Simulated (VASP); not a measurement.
A convergence study with VASP on CdSe (wurtzite): one setting is varied, all else stays as given below, so the limit is that of these other settings.

```
CELL_PARAMETERS angstrom
      2.15000    -3.72391     0.00000
      2.15000     3.72391     0.00000
      0.00000     0.00000     7.01000
ATOMIC_POSITIONS crystal
  Cd 0.66667 0.33333 0.50000
  Cd 0.33333 0.66667 0.00000
  Se 0.66667 0.33333 0.87600
  Se 0.33333 0.66667 0.37600
```

Level of theory: PBE GGA, VASP's PBE PAW potentials (set 64) (plane waves; VASP). The tightest run used: 550 eV cut-off, 11×11×6 Monkhorst-Pack mesh, Gaussian smearing of 0.050 eV, potentials Cd Se.

### Question
The settings run are 1×1×1 mesh; 2×2×1 mesh; 3×3×2 mesh; 4×4×2 mesh; 5×5×3 mesh; 6×6×3 mesh; 7×7×4 mesh; 8×8×5 mesh; 9×9×5 mesh; 10×10×6 mesh; 11×11×6 mesh. From which on does the stress (every component) stay within 0.5 GPa of the tightest run?

### Answer
From 4×4×2 mesh on: it is off by 0.08 there and by no more than 0.5 in any finer run, while 3×3×2 mesh is off by 0.91.
| setting | E (eV/atom) | pressure (GPa) | irreducible k-points | difference judged (GPa) |
|---|---|---|---|---|
| 1×1×1 mesh | 0.3369 | 22.51 | 1 | 25.61 |
| 2×2×1 mesh | -2.8522 | 2.48 | 2 | 3.31 |
| 3×3×2 mesh | -2.6829 | 3.82 | 3 | 0.91 |
| 4×4×2 mesh | -2.7339 | 3.29 | 6 | 0.08 |
| 5×5×3 mesh | -2.7266 | 3.34 | 10 | 0.05 |
| 6×6×3 mesh | -2.7306 | 3.31 | 24 | 0.02 |
| 7×7×4 mesh | -2.7306 | 3.31 | 16 | 0.01 |
| 8×8×5 mesh | -2.7308 | 3.31 | 60 | 0.00 |
| 9×9×5 mesh | -2.7307 | 3.31 | 36 | 0.00 |
| 10×10×6 mesh | -2.7308 | 3.31 | 90 | 0.00 |
| 11×11×6 mesh | -2.7308 | 3.31 | 48 | 0.00 |

Left out are rungs that failed or repeat a setting and relaxations that didn't move; long series are thinned to 24 rows.

The compound is CdSe in the wurtzite structure. The cell was not relaxed at this level.
